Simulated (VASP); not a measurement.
Data:

```cif
data_CZr
_chemical_formula_sum 'Zr1 C1'
_space_group_name_H-M_alt 'P 1'
_space_group_IT_number 1
_cell_length_a 3.33092
_cell_length_b 3.33092
_cell_length_c 3.33092
_cell_angle_alpha 60.000
_cell_angle_beta 60.000
_cell_angle_gamma 60.000
loop_
_space_group_symop_operation_xyz
  'x, y, z'
loop_
_atom_site_label
_atom_site_type_symbol
_atom_site_fract_x
_atom_site_fract_y
_atom_site_fract_z
_atom_site_occupancy
Zr1 Zr 0.00000 0.00000 0.00000 1
C1 C 0.50000 0.50000 0.50000 1
```

Computed with TPSS meta-GGA, VASP's PBE PAW potentials (set 64) (plane waves; VASP 6.6.1). Run with 520 eV cut-off, 13×13×13 Γ-centred mesh, first-order Methfessel-Paxton smearing of 0.10 eV, potentials Zr_sv C.

Q: Give the energy at these volumes per atom, relative to the lowest: 12.28, 12.67, 13.06, 13.46, 13.85 Å³.

A: 36.7, 8.8, 0.0, 7.7, 29.7 meV/atom. A third-order Birch-Murnaghan fit gives B0 = 224 GPa and B0′ = 4.0.

Measured: a 4.696 Å (computed value off by +0.3 %), as given by Guo-Xu Zhang et al., New Journal of Physics (2018), doi:10.1088/1367-2630/aac7f0. The calculation is for a static lattice, while the measured a holds thermal and zero-point effects, which are part of the difference.

The compound is ZrC in the rock salt structure. It was relaxed first.
